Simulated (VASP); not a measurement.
A VASP calculation is set up with these files.

**INCAR**
```
SYSTEM  =  WS2
PREC  =  Accurate; ENCUT  =  400; LREAL  =  .FALSE.
LASPH  =  .TRUE.
EDIFF  =  1E-7; NELM  =  100; ALGO  =  Normal
LMAXMIX  =  6
ISMEAR  =  -5
GGA  =  PS
ISIF  =  2
LWAVE  =  .FALSE.; LCHARG  =  .TRUE.; LORBIT  =  11
NEDOS  =  601
LEFG  =  .TRUE.
```

### POSCAR
```
WS2
1
    1.5737481054     0.9086041085     6.5047661231
   -1.5737481054     0.9086041085     6.5047661231
    0.0000000000    -1.8172082171     6.5047661231
W S
1 2
Direct
  0.0006762686   0.0006762686   0.0006762686
  0.4143293983   0.4143293983   0.4143293983
  0.2536973331   0.2536973331   0.2536973331
```

**KPOINTS**
```
Automatic mesh
0
Gamma
9 9 9
0 0 0
```

POTCAR, in this order: W_sv S (PBE.64 set). Program: vasp_std.

Question: Write an equivalent input for Ansatz.

Answer: One equivalent input (not run):
Ansatz 0.2 input:
```yaml
crystal:
  lattice:
    - [1.5737481, 0.9086041, 6.5047661]
    - [-1.5737481, 0.9086041, 6.5047661]
    - [0.0000000, -1.8172082, 6.5047661]
  atoms:
    - { symbol: W, position: [0.0006763, 0.0006763, 0.0006763] }
    - { symbol: S, position: [0.4143294, 0.4143294, 0.4143294] }
    - { symbol: S, position: [0.2536973, 0.2536973, 0.2536973] }
kpoints:
  mp_grid: { grid: [9, 9, 9] }
hamiltonian:
  xc: pbesol
  pseudopotentials: { kind: paw }
scf:
  occupations: { method: tetrahedron }
  max_iter: 100
output: { forces: true, stress: true, eigenvalues: true }
```
Limits of the translation: each code has its own PAW files, so the cut-off isn't converted (ENCUT is set for VASP's; basis.ecutwfc is left out, and Ansatz then takes the one that its files recommend); Ansatz stops its SCF on the density residual and VASP on the energy change (EDIFF); the field gradients of LEFG aren't asked of the other code.

The structure comes from a computed database's WS2 entry (R3m); how it stands against other phases isn't given here. It was relaxed first.
